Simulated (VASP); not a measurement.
Input of a VASP 6.6.1 run:

The input INCAR:

```
SYSTEM = BH2ClO
  ALGO = Normal
  EDIFF = 1E-6
  ENCUT = 520
  ISIF = 2
  ISMEAR = 0
  LASPH = .True.
  LCHARG = .True.
  LELF = .True.
  LMIXTAU = .True.
  LREAL = .False.
  LVACPOTAV = .True.
  LVHAR = .True.
  LWAVE = .False.
  METAGGA = R2SCAN
  NELM = 80
  PREC = Accurate
  SIGMA = 0.01
```

KPOINTS

```
k-points
0
Gamma
  1 1 1
  0 0 0
```

Contents of POSCAR:

```
BH2ClO
1.0
   12.0000000000      0.0000000000      0.0000000000
    0.0000000000     12.0000000000      0.0000000000
    0.0000000000      0.0000000000     11.0000000000
O B Cl H
1 1 1 2
Cartesian
    5.2769000400      5.0619500400      5.4216499700
    6.5192000400      5.5433499600      5.5624499700
    6.9288000000      7.1765499600      5.0292500500
    4.6625000400      5.6817500400      5.0148499500
    7.3635000000      4.8654500400      6.0531499600
```

Potentials or basis: VASP PAW PBE potentials, release 64 (O, B, Cl, H).

Command:

```sh
$ cat potpaw_PBE.64/O/POTCAR potpaw_PBE.64/B/POTCAR potpaw_PBE.64/Cl/POTCAR potpaw_PBE.64/H/POTCAR > POTCAR
$ mpirun -np 1 vasp_gam > vasp.out
```

Question: Estimate the largest force.

Answer: 0.208 eV/Å.

Question: Predict the gap between the frontier levels.

Answer: 7.00 eV.

Forces on the atoms (eV/Å):
```
O   -0.009 -0.093  0.038
B    0.194 -0.038  0.065
Cl   0.001  0.017 -0.007
H   -0.145  0.079 -0.070
H   -0.040  0.036 -0.026
```

Caveat: the PAW data sets were made with another functional, which shifts forces and pressure a little. r2SCAN opens gaps a little over a GGA but as a rule still falls short of measured ones.
